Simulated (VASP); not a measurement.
# AlPt3C (P1) in VASP: further runs, part 2 of 2

VASP 6.6.1. The steps go on from the part before.

## Step 4: Single point, PBE

INCAR reads:

```
  PREC = Accurate
  ENCUT = 520
  EDIFF = 1E-6
  ISMEAR = -1
  SIGMA = 0.1
  LREAL = F
  LASPH = T
  NELM = 100
  ALGO = Fast
  ISIF = 2
  LWAVE = F
  LCHARG = T
  GGA = PE
  LELF = T
  LVHAR = T
  NBANDS = 26
```

KPOINTS reads:

```
Automatic mesh
0
Gamma
  4 4 4
```

POSCAR reads:

```
AlPt3C
1.0
    4.1851500000      0.0000000000      0.0000000000
    0.0000000000      4.1851500000      0.0000000000
    0.0000000000      0.0000000000      4.1851500000
Al Pt C
1 3 1
Direct
   -0.0260278904     -0.0130979074     -0.0044521056
    0.0186988604      0.4395918000      0.3885701199
    0.4385933987      0.0059495632      0.6037936607
    0.5173259960      0.5152188269     -0.0019161526
    0.4950629567      0.5020813534      0.4945937317
```

Potentials or basis: VASP PAW PBE potentials, release 64 (Al, Pt, C).

Launch:

```sh
cat potpaw_PBE.64/Al/POTCAR potpaw_PBE.64/Pt/POTCAR potpaw_PBE.64/C/POTCAR > POTCAR
mpirun -np 1 vasp_std > vasp.out
```

OUTCAR:

```text
PREC = Accurate
   ENCUT = 520
   EDIFF = 1E-6
   ISMEAR = -1
   LREAL = F
   LASPH = T
   NELM = 100
   ISIF = 2
   GGA = PE

 ion  position               nearest neighbor table
   1  0.974  0.987  0.996-   2 2.52   3 2.54   4 2.75   3 2.78   2 2.83   4 2.92   4 3.01   4 3.17
                             2 3.17   3 3.20   3 3.39   2 3.43
   2  0.019  0.440  0.389-   5 2.06   5 2.25   1 2.52   4 2.67   4 2.68   3 2.68   1 2.83   3 3.09
                             3 3.16   1 3.17   4 3.31   4 3.32   1 3.43
   3  0.439  0.006  0.604-   5 2.14   5 2.17   1 2.54   4 2.66   2 2.68   4 2.72   1 2.78   2 3.09
                             2 3.16   1 3.20   4 3.28   4 3.33   1 3.39
   4  0.517  0.515  0.998-   5 2.08   5 2.11   3 2.66   2 2.67   2 2.68   3 2.72   1 2.75   1 2.92
                             1 3.01   1 3.17   3 3.28   2 3.31   2 3.32   3 3.33
   5  0.495  0.502  0.495-   2 2.06   4 2.08   4 2.11   3 2.14   3 2.17   2 2.25

  LATTYP: Found a simple cubic cell.
 ALAT       =     4.1851500000

  Lattice vectors:

 A1 = (   4.1851500000,   0.0000000000,   0.0000000000)
 A2 = (   0.0000000000,   4.1851500000,   0.0000000000)
 A3 = (   0.0000000000,   0.0000000000,   4.1851500000)

Analysis of symmetry for initial positions (statically):
=====================================================================
[... 178 lines left out ...]

 E-fermi :   9.5800     XC(G=0): -12.1151

 val. band max:        9.4450401089   @ k =   0.2500   0.5000   0.2500
 cond. band min:       9.6279041047   @ k =   0.0000   0.0000   0.2500
 fundamental gap:      0.1828639958
 Fermi energy:         9.5799850735

 k-point     1 :       0.0000    0.0000    0.0000
  band No.  band energies     occupation
      1      -4.8765      2.00000
      2       0.7715      2.00000
      3       3.2610      2.00000
      4       3.5945      2.00000
      5       4.0030      2.00000
      6       4.1272      2.00000
[... 685 lines left out ...]
     25      15.8234      0.00000
     26      16.4961      0.00000

 [... further k-points ...]
[... 5 lines left out ...]
  --------------------------------------------------------------------------------------
  -------------------------------------------------------------------------------------
  Total        1.0169720      0.3154534      3.4658952     -1.2656914     -1.2121307      1.1613216
  in kB       22.2272895      6.8946579     75.7517933    -27.6633852    -26.4927433     25.3822435
  external PRESSURE =      34.9579136 kB  Pullay stress =       0.0000000 kB

 VOLUME and BASIS-vectors are now :
 -----------------------------------------------------------------------------
  energy-cutoff  :      520.00
  volume of cell :       73.30
      direct lattice vectors                 reciprocal lattice vectors
     4.185150000  0.000000000  0.000000000     0.238940062  0.000000000  0.000000000
     0.000000000  4.185150000  0.000000000     0.000000000  0.238940062  0.000000000
     0.000000000  0.000000000  4.185150000     0.000000000  0.000000000  0.238940062

 POSITION                                       TOTAL-FORCE (eV/Angst)
 -----------------------------------------------------------------------------------
      4.07622      4.13033      4.16652        -0.152794     -0.239782     -0.079878
      0.07826      1.83976      1.62622        -1.508078     -0.085616      0.294252
      1.83558      0.02490      2.52697        -0.105291     -0.608596     -0.220829
      2.16509      2.15627      4.17713         1.073536      0.695813     -0.181245
      2.07191      2.10129      2.06995         0.692627      0.238180      0.187700
 -----------------------------------------------------------------------------------
    total drift:                               -0.000206     -0.000205     -0.000032

  FREE ENERGIE OF THE ION-ELECTRON SYSTEM (eV)
  ---------------------------------------------------
  free  energy   TOTEN  =       -30.9100351124 eV

  energy  without entropy=      -30.8552319939  energy(sigma->0) =      -30.88263355
```

OSZICAR:

```text
N       E                     dE             d eps       ncg     rms          rms(c)
DAV:   1     0.196898489414E+03    0.19690E+03   -0.17442E+04  1872   0.129E+03
DAV:   2    -0.242006203682E+02   -0.22110E+03   -0.21074E+03  2132   0.278E+02
DAV:   3    -0.332183982491E+02   -0.90178E+01   -0.88240E+01  2240   0.528E+01
DAV:   4    -0.333369584900E+02   -0.11856E+00   -0.11829E+00  2138   0.660E+00
DAV:   5    -0.333383917877E+02   -0.14333E-02   -0.14328E-02  2172   0.750E-01    0.270E+01
RMM:   6    -0.311481575975E+02    0.21902E+01   -0.71336E+00  1886   0.144E+01    0.128E+01
RMM:   7    -0.309488238211E+02    0.19933E+00   -0.53474E-01  1918   0.425E+00    0.719E+00
RMM:   8    -0.309121772331E+02    0.36647E-01   -0.14156E-01  2033   0.194E+00    0.888E-01
RMM:   9    -0.309106292053E+02    0.15480E-02   -0.23427E-02  2118   0.790E-01    0.244E-01
RMM:  10    -0.309102279275E+02    0.40128E-03   -0.52698E-03  2120   0.382E-01    0.172E-01
RMM:  11    -0.309100061819E+02    0.22175E-03   -0.14761E-03  2027   0.209E-01    0.688E-02
RMM:  12    -0.309100340995E+02   -0.27918E-04   -0.41201E-04  2132   0.104E-01    0.347E-02
RMM:  13    -0.309100338236E+02    0.27590E-06   -0.78947E-05  2112   0.451E-02    0.145E-02
RMM:  14    -0.309100350525E+02   -0.12288E-05   -0.21094E-05  2171   0.204E-02    0.729E-03
RMM:  15    -0.309100351124E+02   -0.59923E-07   -0.40120E-06  1536   0.970E-03
   1 F= -.30910035E+02 E0= -.30882634E+02  d E =-.548031E-01
```

Run time: 48 s. Hardware: 1 thread of Intel Xeon Platinum 8488C (Sapphire Rapids), shared host; peak memory 0.21 GiB.

Results:

* Free energy: -30.9100 eV
* Pressure: 3.5 GPa
* Largest force: 1.539 eV/Å
* Band gap on the k mesh: none (metal or under the smearing width)

Forces in eV/Å, atoms in the order of the input:
```
Al  -0.153 -0.240 -0.080
Pt  -1.508 -0.086  0.294
Pt  -0.105 -0.609 -0.221
Pt   1.074  0.696 -0.181
C    0.693  0.238  0.188
```

Stress tensor (GPa, compression positive):
```
 2.22 -2.77  2.54
-2.77  0.69 -2.65
 2.54 -2.65  7.58
```

Levels at points of the mesh, in eV from the Fermi level:
| k point | band 16 | band 17 | band 18 | band 19 | band 20 | band 21 | band 22 | band 23 |
| --- | --- | --- | --- | --- | --- | --- | --- | --- |
| (0.00, 0.00, 0.00) | -1.58 | -1.05 | -0.84 | -0.41 | 1.76 | 2.83 | 2.97 | 3.07 |
| (0.50, 0.00, 0.00) | -1.82 | -1.24 | -1.08 | 0.24 | 1.48 | 2.75 | 3.25 | 4.06 |
| (0.00, 0.50, 0.00) | -1.85 | -1.32 | -1.13 | 0.38 | 1.48 | 2.68 | 3.29 | 4.00 |
| (0.00, 0.00, 0.50) | -2.03 | -1.40 | 0.83 | 1.08 | 2.35 | 2.63 | 3.49 | 3.93 |
| (0.50, 0.50, 0.00) | -2.50 | -1.65 | -1.34 | -0.98 | 0.35 | 3.31 | 3.51 | 4.06 |
| (0.00, 0.50, 0.50) | -1.79 | -1.43 | -0.81 | -0.71 | 1.36 | 2.30 | 3.62 | 5.21 |
| (0.50, 0.00, 0.50) | -1.85 | -1.44 | -0.84 | -0.64 | 1.39 | 2.14 | 3.74 | 5.14 |
| (0.50, 0.50, 0.50) | -2.07 | -1.65 | -1.44 | -0.78 | 0.50 | 0.87 | 1.19 | 1.72 |

Caveat: the k mesh is coarse (spacing up to 0.38 Å⁻¹), so the values aren't converged; forces of over 1 eV/Å show positions far from the minimum, so gaps and moduli don't describe the material at rest. The run has no spin-orbit coupling, so splittings on Pt are missing.

## Step 5: Single point, PBE

INCAR reads:

```
SYSTEM = AlPt3C
PREC = Accurate ; ENCUT = 520
EDIFF = 1E-7 ; ISMEAR = -1
SIGMA = 0.1 ; LREAL = .FALSE.
LASPH = .TRUE. ; NELM = 100
ALGO = Fast ; ISIF = 2
LWAVE = .FALSE. ; LCHARG = .FALSE.
GGA = PE ; NBANDS = 26
```

KPOINTS reads:

```
regular mesh
0
G
  4 4 4
  0 0 0
```

POSCAR reads:

```
AlPt3C
1.0
    4.1851500000      0.0000000000      0.0000000000
    0.0000000000      4.1851500000      0.0000000000
    0.0000000000      0.0000000000      4.1851500000
Al Pt C
1 3 1
Direct
   -0.0318736927     -0.0103266928     -0.0056989983
   -0.0091205772      0.4685061663      0.3953685429
    0.4751350433     -0.0080471420      0.6009644947
    0.5211792187      0.5138633785     -0.0058110656
    0.4883337991      0.4857479978      0.4957665139
```

Potentials or basis: VASP PAW PBE potentials, release 64 (Al, Pt, C).

Launch:

```sh
cat potpaw_PBE.64/Al/POTCAR potpaw_PBE.64/Pt/POTCAR potpaw_PBE.64/C/POTCAR > POTCAR
mpirun -np 1 vasp_std > vasp.out
```

OUTCAR:

```text
SYSTEM = AlPt3C
   PREC = Accurate
   ENCUT = 520
   EDIFF = 1E-7
   ISMEAR = -1
   LREAL = .FALSE.
   LASPH = .TRUE.
   NELM = 100
   ISIF = 2
   GGA = PE

 ion  position               nearest neighbor table
   1  0.968  0.990  0.994-   2 2.62   3 2.64   3 2.69   4 2.73   2 2.75   4 2.88   4 3.05   4 3.19
                             2 3.21   3 3.27   3 3.31   2 3.32
   2  0.991  0.469  0.395-   5 2.13   5 2.15   4 2.59   1 2.62   1 2.75   4 2.79   3 2.97   3 3.06
                             3 3.11   4 3.19   3 3.19   1 3.21   1 3.32   4 3.35
[... 906 lines left out ...]
  -------------------------------------------------------------------------------------
  Total       -0.3574493     -0.0866245      4.4965579     -0.3795173     -1.7803933      2.3926088
  in kB       -7.8125347     -1.8932955     98.2783114     -8.2948598    -38.9128867     52.2936793
  external PRESSURE =      29.5241604 kB  Pullay stress =       0.0000000 kB

 VOLUME and BASIS-vectors are now :
 -----------------------------------------------------------------------------
  energy-cutoff  :      520.00
  volume of cell :       73.30
      direct lattice vectors                 reciprocal lattice vectors
     4.185150000  0.000000000  0.000000000     0.238940062  0.000000000  0.000000000
     0.000000000  4.185150000  0.000000000     0.000000000  0.238940062  0.000000000
     0.000000000  0.000000000  4.185150000     0.000000000  0.000000000  0.238940062

 POSITION                                       TOTAL-FORCE (eV/Angst)
 -----------------------------------------------------------------------------------
      4.05175      4.14193      4.16130         0.172724     -0.057284      0.014979
      4.14698      1.96077      1.65468         0.831553     -0.624620      0.291425
      1.98851      4.15147      2.51513        -0.814492      0.496570     -0.449167
      2.18121      2.15060      4.16083        -0.368399     -0.164869      0.182996
      2.04375      2.03293      2.07486         0.178614      0.350205     -0.040233
 -----------------------------------------------------------------------------------
    total drift:                               -0.000024      0.000016     -0.000056

  FREE ENERGIE OF THE ION-ELECTRON SYSTEM (eV)
  ---------------------------------------------------
  free  energy   TOTEN  =       -30.7653369401 eV

  energy  without entropy=      -30.7005567356  energy(sigma->0) =      -30.73294684
```

stdout:

```text
POSCAR found type information on POSCAR AlPtC
 POSCAR found :  3 types and       5 ions
 scaLAPACK will be used
 LDA part: xc-table for (Slater+PW92), standard interpolation
 POSCAR, INCAR and KPOINTS ok, starting setup
 FFT: planning ... GRIDC
 FFT: planning ... GRID_SOFT
 FFT: planning ... GRID
 WAVECAR not read
 entering main loop
```

It took 47 s on 1 thread of Intel Xeon Platinum 8488C (Sapphire Rapids), shared host; peak memory 0.21 GiB.

What came out:

```
Free energy            : -30.7653 eV
Pressure               : 3.0 GPa
Largest force          : 1.080 eV/Å
Band gap on the k mesh : none (metal or under the smearing width)
```

Forces on the atoms (eV/Å):
```
Al   0.173 -0.057  0.015
Pt   0.832 -0.625  0.291
Pt  -0.814  0.497 -0.449
Pt  -0.368 -0.165  0.183
C    0.179  0.350 -0.040
```

Stress tensor (GPa, compression positive):
```
-0.78 -0.83  5.23
-0.83 -0.19 -3.89
 5.23 -3.89  9.83
```

Levels at points of the mesh, in eV from the Fermi level:
| k point | band 15 | band 16 | band 17 | band 18 | band 19 | band 20 | band 21 | band 22 | band 23 | band 24 |
| --- | --- | --- | --- | --- | --- | --- | --- | --- | --- | --- |
| (0.00, 0.00, 0.00) | -2.02 | -1.85 | -1.06 | -0.92 | -0.23 | 1.89 | 2.39 | 2.67 | 2.78 | 3.78 |
| (0.50, 0.00, 0.00) | -1.87 | -1.71 | -1.42 | -1.14 | 0.44 | 1.60 | 2.74 | 3.40 | 3.94 | 4.10 |
| (0.00, 0.50, 0.00) | -1.86 | -1.67 | -1.40 | -1.19 | 0.42 | 1.55 | 2.76 | 3.39 | 3.91 | 4.13 |
| (0.00, 0.00, 0.50) | -2.27 | -2.24 | -1.27 | 0.88 | 1.15 | 2.08 | 2.70 | 3.81 | 3.89 | 4.23 |
| (0.50, 0.50, 0.00) | -2.74 | -2.53 | -1.35 | -1.06 | -1.00 | 0.34 | 3.65 | 3.79 | 3.90 | 5.10 |
| (0.00, 0.50, 0.50) | -2.25 | -1.75 | -1.53 | -0.84 | -0.54 | 0.93 | 2.39 | 3.62 | 4.87 | 5.08 |
| (0.50, 0.00, 0.50) | -2.26 | -1.77 | -1.55 | -0.83 | -0.50 | 1.03 | 2.28 | 3.68 | 5.00 | 5.30 |
| (0.50, 0.50, 0.50) | -2.13 | -2.06 | -1.42 | -1.33 | -1.00 | 0.73 | 0.79 | 1.03 | 1.45 | 7.14 |

Caveat: the k mesh is coarse (spacing up to 0.38 Å⁻¹), so the values aren't converged; forces of over 1 eV/Å show positions far from the minimum, so gaps and moduli don't describe the material at rest.
